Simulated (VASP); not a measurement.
The system is LaTl.

```
CELL_PARAMETERS angstrom
3.99480 0.00000 0.00000
0.00000 3.99480 0.00000
0.00000 0.00000 3.99480
ATOMIC_POSITIONS crystal
La 0.00000 0.00000 0.00000
Tl 0.50000 0.50000 0.50000
```

```yaml
Program: VASP 6.6.1
Task: relaxation of cell and atoms
Functional: LDA
Potentials_or_basis: VASP PAW LDA potentials, release 64 (La, Tl_d)
Cutoff: 600 eV
k_mesh: 10 × 10 × 10
Occupations: gaussian, width 0.1 eV
Spin: no spin polarisation
```

At the start: pressure -4.3 GPa; volume 31.88 Å³/atom.

How do energy, volume and symmetry change on relaxing?

Over 3 steps the energy falls by 38.7 meV/atom and the volume is 29.21 Å³/atom (-8.4 %); space group Pm-3m (No. 221, to 0.05 Å).

Step by step:
| step | energy change (eV) | largest force (eV/Å) | pressure (GPa) | volume (Å³) |
| --- | --- | --- | --- | --- |
| 1 | 0.0000 | 0.0000 | -4.30 | 63.75 |
| 2 | -0.0605 | 0.0000 | 2.51 | 56.18 |
| 3 | -0.0775 | 0.0000 | 0.00 | 58.41 |

Final structure:
```
La Tl
1.0
     3.88002    0.00000    0.00000
     0.00000    3.88002    0.00000
     0.00000    0.00000    3.88002
La Tl
1 1
Direct
  0.00000 0.00000 0.00000
  0.50000 0.50000 0.50000
```
